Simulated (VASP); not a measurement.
Input of a VASP 6.6.1 run:

File INCAR:

```
ALGO = Normal ; EDIFF = 1E-7
EDIFFG = -0.04 ; ENCUT = 600
GGA = PE ; IBRION = 2
ISIF = 3 ; ISMEAR = 0
LASPH = True ; LCHARG = False
LREAL = False ; LWAVE = False
NELM = 100 ; NSW = 90
PREC = Accurate ; SIGMA = 0.1
```

The input KPOINTS:

```
k-points
0
Gamma
  4 4 4
```

File POSCAR:

```
MoW2
1.0
    0.0000000000      3.7961441400      3.7961441400
    3.7961441400      0.0000000000      3.7961441400
    3.7961441400      3.7961441400      0.0000000000
Mo W
2 4
Direct
    0.2500000000      0.2500000000      0.2500000000
    0.0000000000      0.0000000000      0.0000000000
    0.6250000000      0.1250000000      0.6250000000
    0.6250000000      0.6250000000      0.1250000000
    0.1250000000      0.6250000000      0.6250000000
    0.6250000000      0.6250000000      0.6250000000
```

Potentials or basis: VASP PAW PBE potentials, release 64 (Mo_sv, W_sv).

Launch:

```bash
$ cat potpaw_PBE.64/Mo_sv/POTCAR potpaw_PBE.64/W_sv/POTCAR > POTCAR
$ mpirun -np 1 vasp_std > vasp.out
```

Question: Predict the relaxed cell.

Answer: a = 5.236 Å, b = 5.236 Å, c = 5.236 Å, α = 60.00°, β = 60.00°, γ = 60.00°.

Question: Estimate the space group after relaxing (to 0.05 Å).

Answer: Fd-3m (No. 227).

Question: What does it give for the relaxed volume?

Answer: 16.92 Å³/atom.

Final structure:
```
CELL_PARAMETERS angstrom
0.00000 3.70247 3.70247
3.70247 0.00000 3.70247
3.70247 3.70247 0.00000
ATOMIC_POSITIONS crystal
Mo 0.25000 0.25000 0.25000
Mo 0.00000 0.00000 0.00000
W 0.62500 0.12500 0.62500
W 0.62500 0.62500 0.12500
W 0.12500 0.62500 0.62500
W 0.62500 0.62500 0.62500
```

The run has no spin-orbit coupling, so splittings on W are missing.
